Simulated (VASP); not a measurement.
Input:

```
CaS
1.0
    0.00000     2.67996     2.67996
    2.67996     0.00000     2.67996
    2.67996     2.67996     0.00000
Ca S
1 1
Direct
  0.00000   0.00000   0.00000
  0.50000   0.50000   0.50000
```

These are LDA (Ceperley-Alder, Perdew-Zunger), VASP's LDA PAW potentials (set 64) (plane waves; VASP) values and carry that method's errors. Numerical set-up: 500 eV cut-off, 9×9×9 Γ-centred mesh, Gaussian smearing of 0.050 eV, potentials Ca_sv S.

### Question
What does the run give for the energy per atom (σ→0), pressure?

### Answer

* **energy per atom (σ→0)**: -5.649 eV/atom
* **pressure**: 9.96 GPa

The absolute energy has meaning only against runs of the same code, potentials and settings.

The compound is CaS in the rock salt structure. It was relaxed first under an external pressure of 10 GPa.
